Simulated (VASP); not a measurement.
All values below come from PBE GGA with D3 dispersion (Becke-Johnson damping), VASP's PBE PAW potentials (set 64) (plane waves; VASP).

VASP input:

### KPOINTS
```
K-points
0
Gamma
  10 10 10
0 0 0
```

File POSCAR:
```
MgO
1.0
  0.0000000000   2.1050000000   2.1050000000
  2.1050000000   0.0000000000   2.1050000000
  2.1050000000   2.1050000000   0.0000000000
Mg O
1 1
Cartesian
  0.0000000000   0.0000000000   0.0000000000
  2.1050000000   2.1050000000   2.1050000000
```

**INCAR**
```
ALGO=Normal
EDIFF=1E-6
EDIFFG=-0.01
ENCUT=520
GGA=PE
IBRION=2
ISIF=3
ISMEAR=0
IVDW=12
LASPH=.TRUE.
LCHARG=.FALSE.
LREAL=.FALSE.
LWAVE=.FALSE.
NELM=100
NSW=60
PREC=Accurate
SIGMA=0.05
SYSTEM=MgO
```

POTCAR, in this order: Mg O (PBE.64 set). Program: vasp_std.

The run wrote:

File OUTCAR:
```
 ion  position               nearest neighbor table
   1  0.000  0.000  0.000-   2 2.10   2 2.10   2 2.10   2 2.10   2 2.10   2 2.10
   2  0.500  0.500  0.500-   1 2.10   1 2.10   1 2.10   1 2.10   1 2.10   1 2.10
  LATTYP: Found a face centered cubic cell.
 ALAT       =     4.2100000000
 Subroutine PRICEL returns:
 Original cell was already a primitive cell.
 Subroutine GETGRP returns: Found 48 space group operations
The static configuration has the point symmetry O_h .
The dynamic configuration has the point symmetry O_h .
 Subroutine INISYM returns: Found 48 space group operations
 Subroutine IBZKPT returns following result:
 Found     47 irreducible k-points:

 Following reciprocal coordinates:
            Coordinates               Weight
  0.000000  0.000000  0.000000      1.000000
  0.100000  0.000000  0.000000      8.000000
  0.200000  0.000000  0.000000      8.000000
  0.300000  0.000000  0.000000      8.000000
  0.400000  0.000000  0.000000      8.000000
  0.500000  0.000000  0.000000      4.000000
  0.100000  0.100000  0.000000      6.000000
  0.200000  0.100000  0.000000     24.000000
  0.300000  0.100000  0.000000     24.000000
...
```

### OSZICAR
```
       N       E                     dE             d eps       ncg     rms          rms(c)
DAV:   1     0.117043588661E+02    0.11704E+02   -0.47855E+03   880   0.880E+02
DAV:   2    -0.131021466123E+02   -0.24807E+02   -0.23967E+02   864   0.139E+02
DAV:   3    -0.134649045829E+02   -0.36276E+00   -0.36276E+00  1024   0.185E+01
DAV:   4    -0.134654612214E+02   -0.55664E-03   -0.55664E-03   952   0.629E-01
DAV:   5    -0.134654615826E+02   -0.36118E-06   -0.36118E-06  1040   0.132E-02    0.722E+00
DAV:   6    -0.119242123076E+02    0.15412E+01   -0.10049E+01   752   0.224E+01    0.227E+00
DAV:   7    -0.119100892661E+02    0.14123E-01   -0.43316E-02   792   0.256E+00    0.132E+00
DAV:   8    -0.119047995946E+02    0.52897E-02   -0.24159E-02   760   0.237E+00    0.154E-01
DAV:   9    -0.119047131955E+02    0.86399E-04   -0.39271E-04  1056   0.176E-01    0.733E-02
DAV:  10    -0.119048197146E+02   -0.10652E-03   -0.13206E-04   784   0.123E-01    0.536E-03
DAV:  11    -0.119048198846E+02   -0.17006E-06   -0.67269E-07   984   0.814E-03
   1 F= -.12491922E+02 E0= -.12491922E+02  d E =-.124919E+02
       N       E                     dE             d eps       ncg     rms          rms(c)
DAV:   1    -0.119038597445E+02    0.95997E-03   -0.86151E-02   752   0.302E+00    0.475E-01
DAV:   2    -0.118999516579E+02    0.39081E-02   -0.27652E-02   768   0.123E+00    0.464E-02
DAV:   3    -0.118999143258E+02    0.37332E-04   -0.20295E-04   832   0.179E-01    0.287E-02
DAV:   4    -0.118998969564E+02    0.17369E-04   -0.20628E-05   816   0.500E-02    0.603E-03
DAV:   5    -0.118998972290E+02   -0.27261E-06   -0.22436E-06   448   0.118E-02
   2 F= -.12492221E+02 E0= -.12492221E+02  d E =-.299501E-03
       N       E                     dE             d eps       ncg     rms          rms(c)
DAV:   1    -0.119018099927E+02   -0.19130E-02   -0.72701E-03   768   0.876E-01    0.138E-01
DAV:   2    -0.119014789876E+02    0.33101E-03   -0.23296E-03   752   0.358E-01    0.134E-02
DAV:   3    -0.119014770410E+02    0.19465E-05   -0.16903E-05   848   0.515E-02    0.828E-03
DAV:   4    -0.119014751650E+02    0.18760E-05   -0.16901E-06   448   0.144E-02    0.170E-03
DAV:   5    -0.119014750096E+02    0.15539E-06   -0.17857E-07   424   0.355E-03
   3 F= -.12492278E+02 E0= -.12492278E+02  d E =-.355649E-03
```

### OUTCAR
```
------------------------ aborting loop because EDIFF is reached ----------------------------------------
 Edisp (eV)   -0.59080
  FORCE on cell =-STRESS in cart. coord.  units (eV):
  Direction    XX          YY          ZZ          XY          YZ          ZX
  --------------------------------------------------------------------------------------
  Total      -0.00050    -0.00050    -0.00050     0.00000     0.00000     0.00000
  in kB      -0.04364    -0.04364    -0.04364     0.00000     0.00000     0.00000
  external pressure =       -0.04 kB  Pullay stress =        0.00 kB
  volume of cell :       18.54
      direct lattice vectors                 reciprocal lattice vectors
    -0.000000000  2.100725908  2.100725908    -0.238012964  0.238012964  0.238012964
     2.100725908 -0.000000000  2.100725908     0.238012964 -0.238012964  0.238012964
     2.100725908  2.100725908  0.000000000     0.238012964  0.238012964 -0.238012964
  FREE ENERGIE OF THE ION-ELECTRON SYSTEM (eV)
  ---------------------------------------------------
  free  energy   TOTEN  =       -12.4922775840 eV

  energy  without entropy=      -12.4922775840  energy(sigma->0) =      -12.49227758

 reached required accuracy - stopping structural energy minimisation
```
(Selected blocks of OUTCAR.)

File CONTCAR:
```
MgO
   1.00000000000000
    -0.0000000000000000    2.1007259078700402    2.1007259078700402
     2.1007259078700402   -0.0000000000000000    2.1007259078700402
     2.1007259078700402    2.1007259078700402    0.0000000000000000
  Mg              O
     1     1
Direct
     0.0000000000000000    0.0000000000000000    0.0000000000000000
     0.5000000000000000    0.5000000000000000    0.5000000000000000
```

The compound is MgO in the rock salt structure. This run relaxes it. Symmetry was kept, so distortions that lower it aren't found.
